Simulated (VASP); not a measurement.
Ta:

```
CELL_PARAMETERS angstrom
2.94168 0.00000 0.00000
-1.47084 2.54757 0.00000
0.00000 0.00000 4.80377
ATOMIC_POSITIONS crystal
Ta 0.33333 0.66667 0.25000
Ta 0.66667 0.33333 0.75000
```

This isn't the form of Ta at room conditions, which is bcc.

| Item | Value |
| --- | --- |
| Program | VASP 6.6.1 |
| Task | relaxation of cell and atoms |
| Functional | LDA |
| Potentials or basis | VASP PAW LDA potentials, release 64 (Ta_pv) |
| Cutoff | 600 eV |
| k mesh | 18 × 18 × 10 |
| Occupations | gaussian, width 0.1 eV |
| Spin | no spin polarisation |

At the start: pressure -3.3 GPa; volume 18.00 Å³/atom.

Problem. How do energy, volume and symmetry change on relaxing?

Solution. Over 14 steps the energy falls by 50.9 meV/atom and the volume is 17.74 Å³/atom (-1.5 %); space group P6_3/mmc (No. 194, to 0.05 Å).

The path:
| step | energy change (eV) | largest force (eV/Å) | pressure (GPa) | volume (Å³) |
| --- | --- | --- | --- | --- |
| 1 | 0.0000 | 0.0000 | -3.30 | 36.00 |
| 2 | -0.0558 | 0.0000 | 8.96 | 34.06 |
| 3 | -0.0635 | 0.0000 | 5.73 | 34.51 |
| 4 | -0.0976 | 0.0000 | 2.51 | 35.09 |
| 5 | -0.0978 | 0.0000 | 2.69 | 35.05 |
| 6 | -0.1008 | 0.0000 | -1.22 | 35.68 |
| 7 | -0.1018 | 0.0000 | 0.07 | 35.46 |
| 8 | -0.1018 | 0.0000 | 0.03 | 35.47 |
| 9 | -0.1019 | 0.0000 | -0.03 | 35.48 |
| 10 | -0.1019 | 0.0000 | -0.03 | 35.48 |
| 11 | -0.1019 | 0.0000 | -0.08 | 35.49 |
| 12 | -0.1019 | 0.0000 | -0.06 | 35.48 |
| 13 | -0.1019 | 0.0000 | 0.04 | 35.47 |
| 14 | -0.1019 | 0.0000 | 0.00 | 35.48 |

Final structure:
```xyz
2
Lattice="2.8423 0.0000 0.0000 -1.4211 2.4615 0.0000 0.0000 0.0000 5.0709" Properties=species:S:1:pos:R:3 pbc="T T T"
Ta    0.0000    1.6410    1.2677
Ta    1.4211    0.8205    3.8032
```
